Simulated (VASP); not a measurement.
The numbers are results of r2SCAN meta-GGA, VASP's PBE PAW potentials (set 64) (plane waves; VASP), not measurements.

VASP input:

KPOINTS:
```
Automatic mesh
0
Gamma
9 9 9
0 0 0
```

**POSCAR**
```
Fe3Si
1
    0.0000000000     2.7672064164     2.7672064164
    2.7672064164    -0.0000000000     2.7672064164
    2.7672064164     2.7672064164     0.0000000000
Fe Si
3 1
Direct
  0.7500000000   0.7500000000   0.7500000000
  0.2500000000   0.2500000000   0.2500000000
  0.5000000000   0.5000000000   0.5000000000
  0.0000000000   0.0000000000   0.0000000000
```

INCAR:
```
ALGO = Normal
EDIFF = 1E-6
EDIFFG = -0.02
ENCUT = 400
IBRION = 2
ISIF = 3
ISMEAR = 1
ISPIN = 2
LASPH = .TRUE.
LCHARG = .FALSE.
LMAXMIX = 4
LMIXTAU = .TRUE.
LORBIT = 10
LREAL = .FALSE.
LWAVE = .FALSE.
METAGGA = R2SCAN
NELM = 100
NSW = 60
PREC = Accurate
SIGMA = 0.1
SYSTEM = Fe3Si
```

POTCAR, in this order: Fe Si (PBE.64 set). Program: vasp_std. The INCAR's line for the spin-polarised start is left out here.

Task: What will the output report for the number of irreducible k-points (NKPTS), largest plane-wave count, number of space-group operations, FFT grid (NGX, NGY, NGZ)?

Result: 
The number of irreducible k-points (NKPTS) comes out as 35 and the largest plane-wave count is 779. The number of space-group operations comes out as 48. The FFT grid (NGX, NGY, NGZ) comes out as 28 × 28 × 28.

The structure comes from a computed database's Fe3Si entry (Fm-3m); how it stands against other phases isn't given here. This run relaxes it. Symmetry was kept, so distortions that lower it aren't found. The start is the result of an earlier pass.
